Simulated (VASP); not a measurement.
Output of a VASP run:

**OSZICAR**
```
       N       E                     dE             d eps       ncg     rms          rms(c)
DAV:   1     0.194282273062E+03    0.19428E+03   -0.18648E+04  2800   0.154E+03
DAV:   2    -0.156208827976E+03   -0.35049E+03   -0.34340E+03  3046   0.416E+02
DAV:   3    -0.185326805223E+03   -0.29118E+02   -0.28499E+02  3978   0.106E+02
DAV:   4    -0.186305072792E+03   -0.97827E+00   -0.97463E+00  3508   0.201E+01
DAV:   5    -0.186332239413E+03   -0.27167E-01   -0.27151E-01  3972   0.332E+00    0.228E+01
DAV:   6    -0.171553377324E+03    0.14779E+02   -0.22214E+01  3967   0.454E+01    0.960E+00
DAV:   7    -0.171890928432E+03   -0.33755E+00   -0.16660E+01  3901   0.273E+01    0.948E+00
DAV:   8    -0.170812456529E+03    0.10785E+01   -0.27361E+00  3778   0.986E+00    0.378E+00
DAV:   9    -0.171275182255E+03   -0.46273E+00   -0.31976E+00  3979   0.113E+01    0.401E+00
DAV:  10    -0.171138514022E+03    0.13667E+00   -0.21618E+00  3919   0.108E+01    0.110E+00
DAV:  11    -0.171138801936E+03   -0.28791E-03   -0.10507E-01  4188   0.198E+00    0.224E-01
DAV:  12    -0.171137221477E+03    0.15805E-02   -0.35794E-03  3379   0.418E-01    0.193E-01
DAV:  13    -0.171138355606E+03   -0.11341E-02   -0.35563E-03  3199   0.483E-01    0.130E-01
DAV:  14    -0.171140126161E+03   -0.17706E-02   -0.19838E-03  3390   0.262E-01    0.399E-02
DAV:  15    -0.171140084679E+03    0.41482E-04   -0.75139E-05  3366   0.592E-02    0.379E-02
DAV:  16    -0.171140144653E+03   -0.59974E-04   -0.20147E-04  3405   0.879E-02    0.131E-02
DAV:  17    -0.171140157322E+03   -0.12669E-04   -0.49143E-05  3199   0.550E-02    0.107E-02
DAV:  18    -0.171140157624E+03   -0.30183E-06   -0.11503E-06  1477   0.814E-03
   1 F= -.17114016E+03 E0= -.17114022E+03  d E =-.171140E+03
```

**OUTCAR**
```
------------------------ aborting loop because EDIFF is reached ----------------------------------------
  FORCE on cell =-STRESS in cart. coord.  units (eV):
  Direction    XX          YY          ZZ          XY          YZ          ZX
  --------------------------------------------------------------------------------------
  Total       -0.1227402     -0.1227402     -0.1227402      0.0000000      0.0000000     -0.0000000
  in kB       -3.2518143     -3.2518143     -3.2518143      0.0000000      0.0000000     -0.0000000
  external PRESSURE =      -3.2518143 kB  Pullay stress =       0.0000000 kB
  volume of cell :       60.47
      direct lattice vectors                 reciprocal lattice vectors
     3.925158512  0.000000000  0.000000000     0.254766781  0.000000000  0.000000000
     0.000000000  3.925158512  0.000000000     0.000000000  0.254766781  0.000000000
     0.000000000  0.000000000  3.925158512     0.000000000  0.000000000  0.254766781
 POSITION                                       TOTAL-FORCE (eV/Angst)
 -----------------------------------------------------------------------------------
      0.00000      0.00000      0.00000         0.000000      0.000000      0.000000
      0.00000      1.96258      1.96258         0.000000      0.000000      0.000000
      1.96258      0.00000      1.96258         0.000000      0.000000      0.000000
      1.96258      1.96258      0.00000         0.000000      0.000000      0.000000
 -----------------------------------------------------------------------------------
    total drift:                               -0.000000     -0.000000     -0.000000
  FREE ENERGIE OF THE ION-ELECTRON SYSTEM (eV)
  ---------------------------------------------------
  free  energy   TOTEN  =      -171.1401576238 eV

  energy  without entropy=     -171.1403411366  energy(sigma->0) =     -171.14021879

 reached required accuracy - stopping structural energy minimisation
```
(Selected blocks of OUTCAR.)

File POSCAR:
```
Pt3Ti
1
    3.9251585116     0.0000000000     0.0000000000
    0.0000000000     3.9251585116     0.0000000000
    0.0000000000     0.0000000000     3.9251585116
Ti Pt
1 3
Direct
  0.0000000000   0.0000000000   0.0000000000
  0.0000000000   0.5000000000   0.5000000000
  0.5000000000   0.0000000000   0.5000000000
  0.5000000000   0.5000000000   0.0000000000
```

### Question
Write an INCAR and KPOINTS that could have produced this output.

### Answer
This is not unique; one that fits is the input of the run itself, r2SCAN meta-GGA, plane waves, VASP's PBE PAW potentials (set 64).

### KPOINTS
```
Automatic mesh
0
Gamma
11 11 11
0 0 0
```

### INCAR
```
SYSTEM = Pt3Ti
PREC = Normal
ENCUT = 400
EDIFF = 1E-5
NELM = 100
ALGO = Normal
LREAL = .FALSE.
LASPH = .TRUE.
ISMEAR = 1
SIGMA = 0.1
METAGGA = R2SCAN
LMIXTAU = .TRUE.
LMAXMIX = 6
LWAVE = .FALSE.
LCHARG = .FALSE.
NELMIN = 4
IBRION = 2
ISIF = 2
NSW = 20
EDIFFG = -0.03
```

POTCAR, in this order: Ti_sv Pt (PBE.64 set). Program: vasp_std.

The compound is Pt3Ti in the L1_2 structure. It was relaxed first.
